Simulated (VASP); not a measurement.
Input:

```
B31N31Si
1.0
    7.24888     0.00000     0.00000
    0.00000     7.24888     0.00000
    0.00000     0.00000     7.24888
B N Si
31 31 1
Direct
  0.49941   0.99933   0.00151
  0.74673   0.25289   0.00448
  0.74678   0.00172   0.25196
  0.99993   0.99963   0.00227
  0.24576   0.24990   0.99952
  0.50040   0.49918   0.99948
  0.74967   0.75382   0.99952
  0.24630   0.99754   0.24862
  0.48543   0.24894   0.24654
  0.75061   0.51413   0.24660
  0.50087   0.99718   0.50132
  0.75161   0.24794   0.51546
  0.74971   0.99787   0.75251
  0.00024   0.50018   0.00155
  0.24872   0.75086   0.99928
  0.99786   0.25279   0.25199
  0.24599   0.49999   0.24574
  0.49959   0.75359   0.24576
  0.00093   0.99863   0.50304
  0.24643   0.24703   0.50273
  0.75255   0.75315   0.50272
  0.24899   0.99675   0.74951
  0.49939   0.24705   0.75323
  0.75255   0.50018   0.75322
  0.00202   0.75326   0.24862
  0.00244   0.49870   0.50131
  0.25158   0.74802   0.49946
  0.00172   0.24987   0.75251
  0.25175   0.49712   0.74715
  0.50247   0.74785   0.74716
  0.00281   0.75061   0.74950
  0.62205   0.12855   0.12936
  0.87099   0.37751   0.12938
  0.87128   0.12830   0.37827
  0.12230   0.12565   0.12628
  0.36935   0.37516   0.12079
  0.62439   0.63023   0.12083
  0.87392   0.87729   0.12628
  0.37060   0.12066   0.37562
  0.87892   0.62897   0.37565
  0.62474   0.12090   0.63050
  0.87867   0.37486   0.63049
  0.87414   0.12544   0.87812
  0.12336   0.62610   0.12334
  0.37349   0.87623   0.12333
  0.12436   0.37478   0.37569
  0.37380   0.62575   0.36457
  0.62480   0.87523   0.37568
  0.12359   0.12269   0.62677
  0.37398   0.36436   0.62717
  0.63520   0.62561   0.62718
  0.87688   0.87599   0.62679
  0.37362   0.12256   0.87691
  0.62467   0.37495   0.87650
  0.87701   0.62596   0.87691
  0.12448   0.87510   0.37528
  0.12731   0.62371   0.62433
  0.37587   0.87226   0.62431
  0.12413   0.37455   0.87524
  0.37571   0.62389   0.87301
  0.62503   0.87544   0.87524
  0.12491   0.87468   0.87521
  0.54517   0.45442   0.45597
```
Cell charge -1.

Level of theory: PBE GGA, VASP's PBE PAW potentials (set 64) (plane waves; VASP). Run with PREC = Normal, LREAL = Auto, ISYM = 0, NELECT = 253.0, 400 eV cut-off, 1×1×1 Γ-centred mesh, Gaussian smearing of 0.050 eV, potentials B N Si. Starting moments (MAGMOM): 63*0.0476. The cell's moment is fixed (NUPDOWN = 3).

At this cut-off the stress carries a Pulay error, which pulls relaxed volumes low. The cell is charged, with a uniform compensating background.  The supercell is sampled at Γ alone, which is coarse: total energies, pressure and levels can be off, energies of defects by several tenths of an eV.

### Question
Predict the cell moment, energy per atom (σ→0), pressure.

### Answer

```
Property                        Value
---------------------  --------------
cell moment                   3.00 μB
energy per atom (σ→0)  -8.362 eV/atom
pressure                    39.7 kbar
```

### Question
Give the moment on each site (PAW-sphere projection).

### Answer

| site | moment (μB) |
|---|---|
| B1 | 0.01 |
| B2 | 0.01 |
| B3 | 0.01 |
| B4 | 0.01 |
| B5 | 0.02 |
| B6 | 0.01 |
| B7 | 0.02 |
| B8 | 0.02 |
| B9 | 0.21 |
| B10 | 0.21 |
| B11 | 0.01 |
| B12 | 0.22 |
| B13 | 0.02 |
| B14 | 0.01 |
| B15 | 0.01 |
| B16 | 0.01 |
| B17 | 0.01 |
| B18 | 0.01 |
| B19 | 0.01 |
| B20 | 0.01 |
| B21 | 0.01 |
| B22 | 0.01 |
| B23 | 0.01 |
| B24 | 0.01 |
| B25 | 0.02 |
| B26 | 0.01 |
| B27 | 0.01 |
| B28 | 0.02 |
| B29 | 0.01 |
| B30 | 0.01 |
| B31 | 0.01 |
| N32 | 0.00 |
| N33 | 0.00 |
| N34 | 0.02 |
| N35 | 0.00 |
| N36 | 0.03 |
| N37 | 0.03 |
| N38 | 0.00 |
| N39 | 0.05 |
| N40 | 0.05 |
| N41 | 0.03 |
| N42 | 0.03 |
| N43 | 0.01 |
| N44 | 0.00 |
| N45 | 0.00 |
| N46 | 0.00 |
| N47 | 0.04 |
| N48 | 0.00 |
| N49 | 0.00 |
| N50 | 0.03 |
| N51 | 0.03 |
| N52 | 0.00 |
| N53 | 0.01 |
| N54 | 0.00 |
| N55 | 0.01 |
| N56 | 0.01 |
| N57 | 0.00 |
| N58 | 0.00 |
| N59 | 0.01 |
| N60 | 0.01 |
| N61 | 0.01 |
| N62 | 0.00 |
| Si63 | 0.15 |

The cell is a supercell with a defect, built from BN (zinc blende): Si_B-vac_N, charge -1.
